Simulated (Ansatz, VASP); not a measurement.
# In26Si8O55 (amorphous 62In2O3-38SiO2 (mol %)) in two plane-wave programs, part 3 of 3

One calculation is typed for both programs; each brings its own data sets. How far apart do they land? The cell is taken from a series of runs on this material, whose earlier steps may have relaxed, scaled, displaced or heated it; both programs get it as it stands.

VASP 6.6.1 and Ansatz 0.2.0.

So far. Step 3 (VASP: single point, PBEsol, pair 1): The run ends at a pressure of -6.28 GPa, with forces up to 1.8 eV/Å.

## Step 6: VASP: single point, PBEsol, pair 2

Level of this step: PBEsol; plane waves and PAW (In_d, Si, O) (VASP).

The same cell, functional, mesh and smearing now go to VASP, with its own data sets.

The input, INCAR:

```
SYSTEM = In26Si8O55
PREC = Accurate
ENCUT = 600
EDIFF = 1E-06
NELM = 120
ISMEAR = 0
SIGMA = 0.05
LREAL = Auto
ALGO = Normal
GGA = PS
NBANDS = 416
LORBIT = 11
LWAVE = .FALSE.
LCHARG = .FALSE.
ISIF = 2
LASPH = .TRUE.
GGA_COMPAT = .FALSE.
EFERMI = MIDGAP
NCORE = 2
```

The input, POSCAR:

```
In26Si8O55
1.0
   10.7789600000      0.0000000000      0.0000000000
    0.0000000000     10.7789600000      0.0000000000
    0.0000000000      0.0000000000     10.7789600000
In Si O
26 8 55
Direct
    0.5345400000      0.4490100000      0.2693100000
    0.3719700000      0.6704400000      0.5375400000
    0.4609400000      0.6783700000      0.9199800000
    0.8853100000      0.1132300000      0.6364600000
    0.5921300000      0.1646100000      0.7726300000
    0.1323800000      0.6695200000      0.0672200000
    0.8038600000      0.6215600000      0.4224200000
    0.2519500000      0.3649100000      0.0471800000
    0.6554500000      0.8029500000      0.2280400000
    0.3308800000      0.8896300000      0.7316900000
    0.1198300000      0.6038700000      0.3708800000
    0.4572400000      0.0647300000      0.2833200000
    0.2177900000      0.5236000000      0.7709700000
    0.0546700000      0.3816800000      0.5466000000
    0.6775000000      0.2548300000      0.0538900000
    0.9215300000      0.3287100000      0.8509000000
    0.6630600000      0.9019000000      0.9080200000
    0.6186900000      0.9010200000      0.5521100000
    0.7382700000      0.3633200000      0.5522100000
    0.7351600000      0.5707600000      0.0446900000
    0.1533200000      0.0639600000      0.4662600000
    0.0193200000      0.9662400000      0.8779100000
    0.9600900000      0.3914600000      0.2107300000
    0.3797700000      0.0515400000      0.9656300000
    0.7645800000      0.1120700000      0.3153500000
    0.2363600000      0.2100400000      0.7676400000
    0.7163000000      0.6447000000      0.7498000000
    0.9246200000      0.9024800000      0.1194000000
    0.0252300000      0.8435700000      0.5530300000
    0.9871600000      0.6890100000      0.7911400000
    0.3881300000      0.7305200000      0.2393000000
    0.4472300000      0.3999800000      0.5950000000
    0.3065900000      0.3021100000      0.3601500000
    0.1278000000      0.1029200000      0.1664300000
    0.7284200000      0.2663900000      0.8723300000
    0.8371400000      0.2394600000      0.1853300000
    0.8053300000      0.9442000000      0.2105900000
    0.6276500000      0.7422300000      0.0349400000
    0.0321600000      0.0163800000      0.0782800000
    0.6838500000      0.4607600000      0.3976800000
    0.0001700000      0.7864800000      0.1707300000
    0.3218200000      0.1502800000      0.3887900000
    0.6061500000      0.0384400000      0.4033600000
    0.4859500000      0.5391200000      0.5860900000
    0.5939400000      0.1910800000      0.2168100000
    0.9878800000      0.8122300000      0.7015200000
    0.1108800000      0.2518700000      0.1370900000
    0.9041800000      0.3284600000      0.6566500000
    0.8600600000      0.8923100000      0.9776500000
    0.2069400000      0.5434600000      0.5366600000
    0.9580300000      0.9768700000      0.5256700000
    0.3493100000      0.3633500000      0.2263200000
    0.7683100000      0.5649600000      0.6306500000
    0.9251600000      0.1206700000      0.8206100000
    0.4242400000      0.3599100000      0.4423100000
    0.2898400000      0.5362900000      0.9588900000
    0.1779100000      0.8654500000      0.5468600000
    0.6736600000      0.7650400000      0.4328100000
    0.2741200000      0.0562200000      0.1321400000
    0.9520800000      0.4752400000      0.4051100000
    0.9928600000      0.7268100000      0.4560600000
    0.8198000000      0.2001700000      0.4791100000
    0.3498300000      0.2474000000      0.9374600000
    0.8875800000      0.4371100000      0.0259100000
    0.7799100000      0.6551000000      0.2179200000
    0.6193100000      0.5712800000      0.8498800000
    0.5697800000      0.3206500000      0.6399000000
    0.4030900000      0.0966400000      0.7382700000
    0.6995300000      0.0330500000      0.6859000000
    0.6686800000      0.7861100000      0.7341000000
    0.4493400000      0.8767100000      0.8970100000
    0.3324900000      0.6876900000      0.7509000000
    0.4320400000      0.8549800000      0.5689000000
    0.5048500000      0.6390500000      0.2503100000
    0.0666400000      0.7409200000      0.9059700000
    0.0348100000      0.5700400000      0.7263700000
    0.1602800000      0.3218300000      0.3944800000
    0.3270000000      0.3742200000      0.6783100000
    0.8457200000      0.6587400000      0.8437800000
    0.1278700000      0.3591200000      0.8487800000
    0.4561100000      0.8698500000      0.2509600000
    0.2968900000      0.7084400000      0.3615400000
    0.2015600000      0.0025800000      0.8362300000
    0.6019400000      0.4303500000      0.0909800000
    0.5878000000      0.0765600000      0.9535800000
    0.1067200000      0.1851000000      0.6129600000
    0.1152700000      0.5202000000      0.1947800000
    0.3120300000      0.7209500000      0.1090900000
    0.0868700000      0.0516000000      0.3006900000
```

The input, KPOINTS:

```
Automatic mesh
0
Gamma
1 1 1
0 0 0
```

Potentials, in the order of the species: In_d, Si and O (PBE family, release 64).

Command:

```
$ mpirun -np 8 vasp_gam
```

Numbers of over 12 decimals in the logs are rounded to 6 here.

Output:

```text
[banner, memory and clock lines left out]
running    8 mpi-ranks, on    1 nodes
[...]
[... a notice as in an earlier step ...]

 LDA part: xc-table for (Slater+PW92), standard interpolation
 POSCAR, INCAR and KPOINTS ok, starting setup
[...]
entering main loop
       N       E                     dE             d eps       ncg     rms          rms(c)
DAV:   1     0.172068245717E+05    0.17207E+05   -0.33072E+05   832   0.272E+03
DAV:   2     0.450296613247E+04   -0.12704E+05   -0.12176E+05   832   0.848E+02
DAV:   3     0.277841576976E+03   -0.42251E+04   -0.39644E+04   832   0.379E+02
DAV:   4    -0.599998187538E+03   -0.87784E+03   -0.84046E+03  1144   0.167E+02
[...]
DAV:  17    -0.565963011760E+03   -0.55717E-05   -0.26391E-05   984   0.257E-02    0.993E-03
DAV:  18    -0.565963013377E+03   -0.16171E-05   -0.17558E-05  1144   0.118E-02    0.940E-03
DAV:  19    -0.565963013436E+03   -0.59052E-07   -0.24754E-06   664   0.552E-03
   1 F= -.56596301E+03 E0= -.56596301E+03  d E =-.123183E-13
```

Parts of OUTCAR (step 6):

```text
  FREE ENERGIE OF THE ION-ELECTRON SYSTEM (eV)
  ---------------------------------------------------
  free  energy   TOTEN  =      -565.9630134360 eV

  energy  without entropy=     -565.9630134360  energy(sigma->0) =     -565.96301344
```

The run ends at a pressure of -5.00 GPa, with forces up to 2.5 eV/Å.

## Step 7: Side by side

What differs besides the data sets and the points named for the pairs above, as far as they apply: the cutoff is 420 eV in Ansatz and 600 eV in VASP (PREC = Accurate, projectors in real space). Total energies have different zeros and are not compared.

The two programs side by side:

| quantity | Ansatz | VASP | difference |
| --- | --- | --- | --- |
| pressure (GPa) | -5.30 | -5.00 | -0.31 |
| gap on the k mesh (eV) | 0.571 | 0.540 | +0.031 |

Forces on 8 of the 89 atoms, those with the largest forces and the largest differences (eV/Å; atoms numbered as in POSCAR):

| atom | Ansatz x, y, z | VASP x, y, z |
| --- | --- | --- |
| In2 | -1.182, 1.287, 0.415 | -1.188, 1.322, 0.427 |
| In21 | 0.483, 0.126, 1.772 | 0.495, 0.120, 1.769 |
| Si27 | 0.503, -1.596, 1.024 | 0.499, -1.642, 1.042 |
| Si30 | -1.986, 0.354, 0.929 | -2.040, 0.408, 0.943 |
| Si32 | 0.334, -1.257, -0.959 | 0.354, -1.319, -0.992 |
| O41 | 0.993, -0.533, -0.591 | 1.071, -0.639, -0.538 |
| O44 | 1.311, 0.945, 0.228 | 1.362, 1.053, 0.225 |
| O76 | 1.155, -1.880, -0.793 | 1.178, -2.002, -0.876 |

The forces differ by 31 meV/Å r.m.s., which is 5.3 % of the r.m.s. force of 0.579 eV/Å (both taken over all components). A gap on the mesh is an upper bound, since the band edges may lie between its points.

## Step 8: Summary of results

```
r.m.s. force difference (single point, PBEsol, pair 1) : 7.3 % of the r.m.s. force
r.m.s. force difference (single point, PBEsol, pair 2) : 5.3 % of the r.m.s. force
```

**Reading.** The r.m.s. force difference is 7.3 % of the r.m.s. force (single point, PBEsol, pair 1), beyond the 3 % picked in this series as the mark of a large difference. What causes the difference of the single point, PBEsol, pair 1 pair stays open here. What causes the difference of the single point, PBEsol, pair 2 pair stays open here. Such differences can come from data sets, numerical settings and the points named under the comparisons, not from the functional's error against experiment.

[Lines on the potential files, build, host, timing and source positions are cut from VASP's logs without a mark.]

[Logs are printed without paths, hosts, clocks, repeated set-up lines and the standing remarks that a program may print on its own settings, such as how far it seeks lower states.]

[Hosts, paths, dates, database ids (printed as entryN), source tags and the programs' standing remarks are cut or masked in the printed files.]
